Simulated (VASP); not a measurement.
# A VASP study of BeAu (LDA): structure first, properties next, part 2 of 2

Aim: relax BeAu, then compute properties on the relaxed cell. The start is a cell from a database of measured crystal structures.

VASP 6.6.1; LDA; plane waves and PAW (Be, Au).

So far. Step 4 (Density, ELF and potential (LDA)): In this run the pressure is -0.10 GPa, small enough to go on. Step 5 (Bands along the symmetry lines (LDA)): There is no gap at this level. The relaxed cell has a = 4.626 Å (conventional setting).

The database entry behind the starting cell is an old determination (1947), so it need not match the best structure at ambient conditions.

### 6. Density of states (LDA) (continued)

The density of states has structure finer than the step of the table below, so its rows give means over 0.5 eV, whole bins alone (the curve runs from -12.0 to 5.56 eV). Peaks (eV: height): total -7.57: 22.7, -6.35: 15.6, -6.06: 15.5, -5.26: 18.1; Au d -7.50: 14.0, -6.35: 11.9, -5.26: 14.5, -4.40: 12.2; Au p -7.57: 0.551, -0.72: 0.701, -0.14: 0.606, 4.91: 0.533; Be p -7.50: 0.698, -5.26: 0.586, 3.97: 0.623, 4.91: 1.18; Au s -8.44: 1.22, -7.50: 1.03, -7.07: 0.835, 4.91: 0.638.

States under -12.0 eV and over 5.6 eV are left out. Density of states against energy, zero at the Fermi level; means over each step; values in states/eV/cell:

| energy (eV) | total | Au d | Au p | Be p | Au s | Be s |
| --- | --- | --- | --- | --- | --- | --- |
| -11.5 | 0 | 0 | 0 | 0 | 0 | 0 |
| -11.0 | 0.0358 | 0 | 1.7e-4 | 1.1e-4 | 0.0153 | 0.00631 |
| -10.5 | 0.387 | 0.00194 | 0.00545 | 0.00433 | 0.160 | 0.0652 |
| -10.0 | 0.650 | 0.0122 | 0.0166 | 0.0144 | 0.257 | 0.101 |
| -9.5 | 1.14 | 0.0499 | 0.0393 | 0.0376 | 0.426 | 0.160 |
| -9.0 | 1.14 | 0.113 | 0.0416 | 0.0538 | 0.397 | 0.129 |
| -8.5 | 2.57 | 0.519 | 0.0964 | 0.150 | 0.756 | 0.216 |
| -8.0 | 1.83 | 0.581 | 0.0607 | 0.107 | 0.423 | 0.125 |
| -7.5 | 8.34 | 5.06 | 0.188 | 0.267 | 0.397 | 0.614 |
| -7.0 | 9.14 | 6.17 | 0.210 | 0.330 | 0.463 | 0.316 |
| -6.5 | 12.6 | 9.75 | 0.301 | 0.367 | 0.226 | 0.166 |
| -6.0 | 10.3 | 7.78 | 0.359 | 0.330 | 0.119 | 0.170 |
| -5.5 | 6.74 | 5.25 | 0.208 | 0.242 | 0.100 | 0.0562 |
| -5.0 | 9.88 | 8.16 | 0.236 | 0.264 | 0.109 | 0.0547 |
| -4.5 | 9.61 | 8.08 | 0.208 | 0.231 | 0.118 | 0.0642 |
| -4.0 | 8.71 | 7.41 | 0.207 | 0.183 | 0.108 | 0.0676 |
| -3.5 | 6.11 | 4.84 | 0.221 | 0.182 | 0.193 | 0.0671 |
| -3.0 | 2.74 | 1.59 | 0.236 | 0.167 | 0.187 | 0.0764 |
| -2.5 | 1.95 | 0.872 | 0.239 | 0.175 | 0.160 | 0.0644 |
| -2.0 | 2.22 | 0.830 | 0.320 | 0.268 | 0.179 | 0.0695 |
| -1.5 | 1.97 | 0.644 | 0.326 | 0.261 | 0.137 | 0.0728 |
| -1.0 | 2.22 | 0.607 | 0.423 | 0.325 | 0.142 | 0.0881 |
| -0.5 | 2.72 | 0.679 | 0.560 | 0.410 | 0.157 | 0.109 |
| 0.0 | 1.84 | 0.435 | 0.409 | 0.284 | 0.0844 | 0.0758 |
| 0.5 | 0.591 | 0.200 | 0.0873 | 0.0982 | 0.0232 | 0.0290 |
| 1.0 | 1.55 | 0.455 | 0.239 | 0.296 | 0.0817 | 0.0526 |
| 1.5 | 2.34 | 0.631 | 0.367 | 0.457 | 0.163 | 0.0751 |
| 2.0 | 1.24 | 0.333 | 0.187 | 0.237 | 0.0998 | 0.0492 |
| 2.5 | 1.26 | 0.329 | 0.165 | 0.221 | 0.169 | 0.0538 |
| 3.0 | 0.903 | 0.237 | 0.0967 | 0.158 | 0.123 | 0.0517 |
| 3.5 | 2.24 | 0.533 | 0.241 | 0.407 | 0.293 | 0.144 |
| 4.0 | 3.00 | 0.641 | 0.310 | 0.547 | 0.383 | 0.240 |
| 4.5 | 3.77 | 0.687 | 0.365 | 0.709 | 0.431 | 0.432 |
| 5.0 | 4.08 | 0.641 | 0.374 | 0.852 | 0.440 | 0.491 |

The finer mesh and the other smearing move the Fermi level by -0.04 eV from the 5×5×5 run, a small shift, which tests the Fermi level alone. Of the states within 0.3 eV of the Fermi level, the largest shares in the PAW spheres are Au d 24 %, Au p 22 % and Be p 15 %. The rest lies in smaller channels or between the spheres.

### 7. Zone-centre phonons (LDA)

Zone-centre modes test whether the atoms sit at a minimum within this cell. IBRION = 8 takes the force constants from linear response, which needs tightly converged orbitals.

File INCAR:

```
SYSTEM = BeAu
PREC = Accurate
ENCUT = 400
EDIFF = 1E-08
NELM = 100
ISMEAR = 1
SIGMA = 0.2
LREAL = .FALSE.
ALGO = Normal
GGA = CA
NBANDS = 34
LASPH = .TRUE.
LORBIT = 11
LWAVE = .FALSE.
LCHARG = .FALSE.
KPAR = 4
IBRION = 8
ISIF = 2
```

File POSCAR:

```
BeAu
1.0
    4.6257473036      0.0000000000      0.0000000000
    0.0000000000      4.6257473036      0.0000000000
    0.0000000000      0.0000000000      4.6257473036
Be Au
4 4
Direct
    0.8454358348      0.8454358348      0.8454358348
    0.6545641652      0.1545641652      0.3454358348
    0.3454358348      0.6545641652      0.1545641652
    0.1545641652      0.3454358348      0.6545641652
    0.1529723067      0.1529723067      0.1529723067
    0.3470276933      0.8470276933      0.6529723067
    0.6529723067      0.3470276933      0.8470276933
    0.8470276933      0.6529723067      0.3470276933
```

File KPOINTS:

```
Automatic mesh
0
Gamma
7 7 7
0 0 0
```

PAW data sets: Be and Au (LDA family, release 64).

Launch:

```sh
> mpirun -np 4 vasp_std
```

Elapsed: 2.6 min, on 4 MPI ranks of AMD EPYC 9R45, shared host; peak memory 2.9 GiB.

Energies printed during the response cycles are not total energies of the cell.

This step gave:

```
bands                     : 34
pressure of the cell      : -0.1851 GPa
largest force of the cell : 0.01087 eV/Å
Fermi energy              : 9.282 eV
```

The modes at Γ (shares of kinetic energy by element, %):

| mode | frequency (cm⁻¹) | symmetry | Be % | Au % |
| --- | --- | --- | --- | --- |
| 1 | -0.1 | acoustic | 4 | 96 |
| 2 | -0.1 | acoustic | 4 | 96 |
| 3 | -0.1 | acoustic | 4 | 96 |
| 4 | 71.1 | A | 0 | 100 |
| 5 | 105.1 | E | 2 | 98 |
| 6 | 105.1 | E | 2 | 98 |
| 7 | 105.2 | T | 6 | 94 |
| 8 | 105.2 | T | 6 | 94 |
| 9 | 105.2 | T | 6 | 94 |
| 10 | 128.4 | T | 4 | 96 |
| 11 | 128.4 | T | 4 | 96 |
| 12 | 128.4 | T | 4 | 96 |
| 13 | 284.7 | T | 93 | 7 |
| 14 | 284.7 | T | 93 | 7 |
| 15 | 284.7 | T | 93 | 7 |
| 16 | 293.8 | E | 98 | 2 |
| 17 | 293.8 | E | 98 | 2 |
| 18 | 295.9 | T | 95 | 5 |
| 19 | 295.9 | T | 95 | 5 |
| 20 | 295.9 | T | 95 | 5 |
| 21 | 415.1 | T | 97 | 3 |
| 22 | 415.1 | T | 97 | 3 |
| 23 | 415.1 | T | 97 | 3 |
| 24 | 422.3 | A | 100 | 0 |

Displacements in mode 4 (71.1 cm⁻¹), the largest set to 1:
```
Be1  0.07  0.07  0.07
Be2 -0.07 -0.07  0.07
Be3  0.07 -0.07 -0.07
Be4 -0.07  0.07 -0.07
Au5  1.00  1.00  1.00
Au6 -1.00 -1.00  1.00
Au7  1.00 -1.00 -1.00
Au8 -1.00  1.00 -1.00
```

Displacements in mode 8 (105.2 cm⁻¹), the largest set to 1:
```
Be1  0.61 -0.87  0.37
Be2  0.21 -0.54 -0.49
Be3 -0.14  0.67 -0.91
Be4  0.26  1.00  0.79
Au5 -0.10  0.66  0.60
Au6  0.29  0.85 -0.59
Au7  0.08 -0.86 -0.17
Au8 -0.31 -0.66  0.18
```

The three acoustic modes lie within 0.1 cm⁻¹ of zero, and all others are real. By the characters of their eigenvectors the optical modes sort into (cm⁻¹) Raman active: A 71, E 105, T 105, T 128, T 285, E 294, T 296, T 415, A 422; infrared active: T 105, T 128, T 285, T 296, T 415.

### 8. Electric field gradients (LDA)

Field gradients probe how far the charge around each nucleus departs from cubic symmetry; LASPH keeps the non-spherical terms inside the spheres.

INCAR, as its differences from that of step 7:

```diff
@@ -3,3 +3,3 @@
 ENCUT = 400
-EDIFF = 1E-08
+EDIFF = 1E-07
 NELM = 100
@@ -16,3 +16,2 @@
 KPAR = 4
-IBRION = 8
-ISIF = 2
+LEFG = .TRUE.
```

POSCAR is that of step 7.

File KPOINTS:

```
Automatic mesh
0
Gamma
5 5 5
0 0 0
```

Launch:

```sh
> mpirun -np 4 vasp_std
```

It took 4.8 s on 4 MPI ranks; peak memory 0.55 GiB.

This step gave:

* SCF cycles: 13
* irreducible k-points: 11
* free energy (TOTEN): -36.22 eV
* Fermi energy: 9.215 eV
* pressure: -0.09405 GPa

Electric field gradients, by row:

| atom | Vxx (V/Å²) | Vyy (V/Å²) | Vzz (V/Å²) | asymmetry |
| --- | --- | --- | --- | --- |
| Be1 | 0.947 | 0.947 | -1.894 | 0 |
| Be2 | 0.947 | 0.947 | -1.894 | 0 |
| Be3 | 0.947 | 0.947 | -1.894 | 0 |
| Be4 | 0.947 | 0.947 | -1.894 | 0 |
| Au5 | 29.73 | 29.73 | -59.47 | 0 |
| Au6 | 29.73 | 29.73 | -59.47 | 0 |
| Au7 | 29.73 | 29.73 | -59.47 | 0 |
| Au8 | 29.73 | 29.73 | -59.47 | 0 |

The largest gradient, -59.47 V/Å², sits on Au5 and like sites; times the quadrupole moment of a nucleus that has one, it gives the coupling that NMR and NQR see.

### 9. Results

```
relaxed volume                            : 12.37 Å³/atom
relaxed conventional cell a, b, c         : 4.626, 4.626, 4.626 Å
space group after relaxing, within 0.02 Å : P2_13 (No. 198)
band gap                                  : none, a metal
DOS at the Fermi level                    : 2.11 states/eV/cell
highest zone-centre mode                  : 422 cm⁻¹
largest field gradient Vzz                : -59.47 V/Å² on Au5
```

With LDA, BeAu relaxes to 12.37 Å³/atom in space group P2_13 (held by the symmetry of the run) and comes out as a metal. Against the listed cell the volume lies -2.7 %. Bands along the symmetry lines (LDA): Of the bands kept, 4 cross the Fermi level on this path. Zone-centre phonons (LDA): The highest mode in this list at Γ, 422.3 cm⁻¹, is mostly motion of Be (100 % of the kinetic energy). Spin-orbit coupling is left out, and with elements this heavy it would split and shift bands near the Fermi level. The k-sampling is coarse for a metal, so the Fermi level, pressures and the shape of the cell carry errors. Modes at Γ alone can't show that the crystal is stable at other wave vectors. No search among competing phases was made, and a listed structure need not be the one stable at ambient conditions. All values are for a static lattice at zero temperature.

[Lines on the potential files, build, host, timing and source positions are cut from VASP's logs without a mark.]

[Logs are printed without paths, hosts, clocks, repeated set-up lines and the standing remarks that a program may print on its own settings, such as how far it seeks lower states.]

[Hosts, paths, dates, database ids (printed as entryN), source tags and the programs' standing remarks are cut or masked in the printed files.]

[A measured line is paired with the nearest computed mode of its activity, which favours agreement.]
